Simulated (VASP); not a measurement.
All values below come from r2SCAN meta-GGA, VASP's PBE PAW potentials (set 64) (plane waves; VASP 6.6.1).

VASP input:

### POSCAR
```
PbO
1
    3.9966200810     0.0000000000     0.0000000000
    0.0000000000     3.9966200810     0.0000000000
    0.0000000000     0.0000000000     5.2615356175
Pb O
2 2
Direct
  0.5000000000   0.0000000000   0.7737347252
  0.0000000000   0.5000000000   0.2262652748
  0.5000000000   0.5000000000   0.0000000000
  0.0000000000   0.0000000000   0.0000000000
```

File KPOINTS_OPT:
```
k-points along high-symmetry lines
6
Line-mode
Reciprocal
  0.000000   0.000000   0.000000 ! GAMMA
  0.000000   0.500000   0.000000 ! X

  0.000000   0.500000   0.000000 ! X
  0.500000   0.500000   0.000000 ! M

  0.500000   0.500000   0.000000 ! M
  0.000000   0.000000   0.000000 ! GAMMA

  0.000000   0.000000   0.000000 ! GAMMA
  0.000000   0.000000   0.500000 ! Z

  0.000000   0.000000   0.500000 ! Z
  0.000000   0.500000   0.500000 ! R

  0.000000   0.500000   0.500000 ! R
  0.500000   0.500000   0.500000 ! A

  0.500000   0.500000   0.500000 ! A
  0.000000   0.000000   0.500000 ! Z

  0.000000   0.500000   0.000000 ! X
  0.000000   0.500000   0.500000 ! R

  0.500000   0.500000   0.000000 ! M
  0.500000   0.500000   0.500000 ! A
```

**INCAR**
```
SYSTEM = PbO
PREC = Accurate
ENCUT = 520
EDIFF = 1E-7
NELM = 100
ALGO = Normal
LREAL = .FALSE.
LASPH = .TRUE.
ISMEAR = -5
METAGGA = R2SCAN
LMIXTAU = .TRUE.
LMAXMIX = 4
LWAVE = .FALSE.
LCHARG = .FALSE.
LORBIT = 11
NEDOS = 601
ISIF = 2
LEFG = .TRUE.
```

**KPOINTS**
```
Automatic mesh
0
Gamma
6 6 5
0 0 0
```

POTCAR, in this order: Pb_d O (PBE.64 set). Program: vasp_std.

Output

**OSZICAR**
```
       N       E                     dE             d eps       ncg     rms          rms(c)
DAV:   1     0.356843178255E+03    0.35684E+03   -0.20726E+04  1440   0.200E+03
DAV:   2    -0.849906067415E+02   -0.44183E+03   -0.43453E+03  1544   0.506E+02
DAV:   3    -0.143212319470E+03   -0.58222E+02   -0.57938E+02  1952   0.199E+02
DAV:   4    -0.145225490656E+03   -0.20132E+01   -0.20118E+01  1616   0.416E+01
DAV:   5    -0.145303761739E+03   -0.78271E-01   -0.78259E-01  2016   0.769E+00    0.112E+01
DAV:   6    -0.132394583634E+03    0.12909E+02   -0.26052E+01  2376   0.636E+01    0.371E+00
DAV:   7    -0.128874457003E+03    0.35201E+01   -0.27154E+00  1464   0.126E+01    0.231E+00
DAV:   8    -0.133357800829E+03   -0.44833E+01   -0.13074E+00  1848   0.125E+01    0.569E-01
DAV:   9    -0.129265733785E+03    0.40921E+01   -0.59001E-01  1648   0.708E+00    0.405E-01
DAV:  10    -0.129400606479E+03   -0.13487E+00   -0.12590E-01  1688   0.324E+00    0.242E-01
DAV:  11    -0.129415884649E+03   -0.15278E-01   -0.95556E-02  1440   0.293E+00    0.165E-01
DAV:  12    -0.129499205713E+03   -0.83321E-01   -0.47496E-02  1632   0.193E+00    0.542E-02
DAV:  13    -0.129520646942E+03   -0.21441E-01   -0.67211E-03  1624   0.731E-01    0.378E-02
DAV:  14    -0.129522857069E+03   -0.22101E-02   -0.16123E-03  1840   0.435E-01    0.205E-02
DAV:  15    -0.129523057710E+03   -0.20064E-03   -0.33103E-04  1672   0.172E-01    0.132E-02
DAV:  16    -0.129522821266E+03    0.23644E-03   -0.88420E-05  1888   0.978E-02    0.864E-03
DAV:  17    -0.129523117424E+03   -0.29616E-03   -0.22962E-04  1488   0.144E-01    0.305E-03
DAV:  18    -0.129523145207E+03   -0.27783E-04   -0.99573E-06  1832   0.290E-02    0.337E-03
DAV:  19    -0.129523152561E+03   -0.73538E-05   -0.45912E-06  1816   0.225E-02    0.150E-03
DAV:  20    -0.129523156075E+03   -0.35137E-05   -0.24766E-06  1760   0.165E-02    0.123E-03
DAV:  21    -0.129523156332E+03   -0.25700E-06   -0.21264E-07  1272   0.607E-03    0.756E-04
DAV:  22    -0.129523156356E+03   -0.24742E-07   -0.71101E-08  1128   0.302E-03
   1 F= -.12952316E+03 E0= -.12952316E+03  d E =0.000000E+00
       N       E                     dE             ncg
       N       E                     dE             ncg
```

OUTCAR:
```
------------------------ aborting loop because EDIFF is reached ----------------------------------------
  FORCE on cell =-STRESS in cart. coord.  units (eV):
  Direction    XX          YY          ZZ          XY          YZ          ZX
  --------------------------------------------------------------------------------------
  Total        0.0115028      0.0115028     -0.0114433      0.0000000      0.0000000      0.0000000
  in kB        0.2192876      0.2192876     -0.2181539      0.0000000      0.0000000      0.0000000
  external PRESSURE =       0.0734737 kB  Pullay stress =       0.0000000 kB
  volume of cell :       84.04
      direct lattice vectors                 reciprocal lattice vectors
     3.996620081  0.000000000  0.000000000     0.250211424  0.000000000  0.000000000
     0.000000000  3.996620081  0.000000000     0.000000000  0.250211424  0.000000000
     0.000000000  0.000000000  5.261535617     0.000000000  0.000000000  0.190058582
 POSITION                                       TOTAL-FORCE (eV/Angst)
 -----------------------------------------------------------------------------------
      1.99831      0.00000      4.07103         0.000000      0.000000      0.014349
      0.00000      1.99831      1.19050        -0.000000      0.000000     -0.014349
      1.99831      1.99831      0.00000         0.000000     -0.000000      0.000000
      0.00000      0.00000      0.00000        -0.000000      0.000000      0.000000
 -----------------------------------------------------------------------------------
    total drift:                                0.000000      0.000000     -0.000000
  FREE ENERGIE OF THE ION-ELECTRON SYSTEM (eV)
  ---------------------------------------------------
  free  energy   TOTEN  =      -129.5231563564 eV

  energy  without entropy=     -129.5231563564  energy(sigma->0) =     -129.52315636

 total charge

# of ion       s       p       d       tot
------------------------------------------
    1        1.361   0.610   9.869  11.840
    2        1.361   0.610   9.869  11.840
    3        1.580   3.418   0.000   4.999
    4        1.580   3.418   0.000   4.999
--------------------------------------------------
tot          5.882   8.057  19.738  33.677

 Electric field gradients after diagonalization (V/A^2)
 (convention: |V_zz| > |V_xx| > |V_yy|)
----------------------------------------------------------------------
 ion       V_xx      V_yy      V_zz     asymmetry (V_yy - V_xx)/ V_zz
----------------------------------------------------------------------
   1     132.702   132.702  -265.405       0.000
   2     132.702   132.702  -265.405       0.000
   3       0.733     0.733    -1.466       0.000
   4       0.733     0.733    -1.466       0.000
```
(Selected blocks of OUTCAR.)

The compound is PbO in the litharge structure. It was relaxed first, which changed the volume by +6 %.
